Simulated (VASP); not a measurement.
Output of a VASP run:

File OSZICAR:
```
       N       E                     dE             d eps       ncg     rms          rms(c)
DAV:   1     0.892315529213E+02    0.89232E+02   -0.94803E+03   754   0.168E+03
DAV:   2    -0.106338971741E+01   -0.90295E+02   -0.86414E+02   809   0.283E+02
DAV:   3    -0.719928745575E+01   -0.61359E+01   -0.61095E+01   949   0.747E+01
DAV:   4    -0.727451392106E+01   -0.75226E-01   -0.75206E-01   829   0.874E+00
DAV:   5    -0.727567296213E+01   -0.11590E-02   -0.11590E-02   949   0.109E+00    0.705E+00
DAV:   6    -0.686446916352E+01    0.41120E+00   -0.96089E-01  1125   0.368E+01    0.543E+00
DAV:   7    -0.684849647074E+01    0.15973E-01   -0.33978E-01   789   0.575E+00    0.274E+00
DAV:   8    -0.684799043269E+01    0.50604E-03   -0.55330E-03   869   0.738E-01    0.796E-01
DAV:   9    -0.684827027875E+01   -0.27985E-03   -0.11706E-03   842   0.322E-01    0.118E-01
DAV:  10    -0.684841213150E+01   -0.14185E-03   -0.13316E-04   849   0.123E-01    0.549E-02
DAV:  11    -0.684843228687E+01   -0.20155E-04   -0.29628E-05   819   0.686E-02    0.634E-03
DAV:  12    -0.684843329142E+01   -0.10045E-05   -0.28448E-06   863   0.180E-02    0.417E-03
DAV:  13    -0.684843313840E+01    0.15303E-06   -0.25445E-07   477   0.113E-02
   1 F= -.68484331E+01 E0= -.68484331E+01  d E =-.684843E+01
       N       E                     dE             d eps       ncg     rms          rms(c)
DAV:   1    -0.698246573156E+01   -0.13403E+00   -0.17516E+00   889   0.315E+01    0.261E+00
DAV:   2    -0.686935161747E+01    0.11311E+00   -0.37054E-01   894   0.168E+01    0.102E+00
DAV:   3    -0.685543938114E+01    0.13912E-01   -0.16356E-02   789   0.118E+00    0.468E-01
DAV:   4    -0.685238696514E+01    0.30524E-02   -0.14931E-03   884   0.437E-01    0.214E-01
DAV:   5    -0.685188454843E+01    0.50242E-03   -0.42782E-04  1232   0.450E-01    0.351E-02
DAV:   6    -0.685189212449E+01   -0.75761E-05   -0.16829E-04   789   0.184E-01    0.226E-02
DAV:   7    -0.685189586221E+01   -0.37377E-05   -0.20617E-05   919   0.124E-01    0.110E-02
DAV:   8    -0.685189438616E+01    0.14760E-05   -0.66137E-06   749   0.659E-02    0.152E-03
DAV:   9    -0.685189438169E+01    0.44784E-08   -0.29715E-07   402   0.570E-03
   2 F= -.68518944E+01 E0= -.68518944E+01  d E =-.346124E-02
       N       E                     dE             d eps       ncg     rms          rms(c)
DAV:   1    -0.685892193586E+01   -0.70275E-02   -0.87451E-02   904   0.677E+00    0.597E-01
DAV:   2    -0.685305992634E+01    0.58620E-02   -0.21128E-02   894   0.459E+00    0.227E-01
DAV:   3    -0.685238577945E+01    0.67415E-03   -0.81384E-04   779   0.289E-01    0.102E-01
DAV:   4    -0.685223180459E+01    0.15397E-03   -0.88056E-05   892   0.154E-01    0.536E-02
DAV:   5    -0.685220662014E+01    0.25184E-04   -0.26298E-05  1139   0.107E-01    0.102E-02
DAV:   6    -0.685220661236E+01    0.77760E-08   -0.83359E-06   749   0.372E-02
   3 F= -.68522066E+01 E0= -.68522066E+01  d E =-.377347E-02
```

### OUTCAR
```
------------------------ aborting loop because EDIFF is reached ----------------------------------------
  FORCE on cell =-STRESS in cart. coord.  units (eV):
  Direction    XX          YY          ZZ          XY          YZ          ZX
  --------------------------------------------------------------------------------------
  Total       -0.0118834     -0.0118834     -0.0118834      0.0000000      0.0000000     -0.0000000
  in kB       -0.4711576     -0.4711576     -0.4711576      0.0000000      0.0000000     -0.0000000
  external PRESSURE =      -0.4711576 kB  Pullay stress =       0.0000000 kB
  volume of cell :       40.41
      direct lattice vectors                 reciprocal lattice vectors
    -0.000000000  2.723653198  2.723653198    -0.183576970  0.183576970  0.183576970
     2.723653198  0.000000000  2.723653198     0.183576970 -0.183576970  0.183576970
     2.723653198  2.723653198 -0.000000000     0.183576970  0.183576970 -0.183576970
  FREE ENERGIE OF THE ION-ELECTRON SYSTEM (eV)
  ---------------------------------------------------
  free  energy   TOTEN  =        -6.8522066124 eV

  energy  without entropy=       -6.8522066124  energy(sigma->0) =       -6.85220661

 reached required accuracy - stopping structural energy minimisation
```
(Selected blocks of OUTCAR.)

### POSCAR
```
ZnS
1
    0.0000000000     2.7050000000     2.7050000000
    2.7050000000     0.0000000000     2.7050000000
    2.7050000000     2.7050000000     0.0000000000
Zn S
1 1
Direct
  0.0000000000   0.0000000000   0.0000000000
  0.2500000000   0.2500000000   0.2500000000
```

Problem. Write an INCAR and KPOINTS that could have produced this output.

Solution. This is not unique; one that fits is the input of the run itself, PBE GGA, plane waves, VASP's PBE PAW potentials (set 64).

File KPOINTS:
```
Automatic mesh
0
Gamma
8 8 8
0 0 0
```

**INCAR**
```
! general
SYSTEM =ZnS
PREC   =Accurate
ENCUT  =520
LREAL  =.FALSE.
LASPH  =.TRUE.   ! aspherical one-centre terms

! electronic loop
EDIFF  =1E-6
NELM   =100   ! most electronic steps
ALGO   =Normal
LMAXMIX=4   ! l cut-off of mixed one-centre charges

! smearing
ISMEAR =0
SIGMA  =0.05

! functional
GGA    =PE   ! PBE

! ions
IBRION =2
NSW    =60   ! most ionic steps
ISIF   =3   ! ions, shape and volume
EDIFFG =-0.01

! output
LWAVE  =.FALSE.
LCHARG =.FALSE.
```

POTCAR, in this order: Zn S (PBE.64 set). Program: vasp_std.

Energy and stress use the plane-wave basis of the starting cell.

The compound is ZnS in the zinc blende structure. This run relaxes it. Symmetry was kept, so distortions that lower it aren't found.
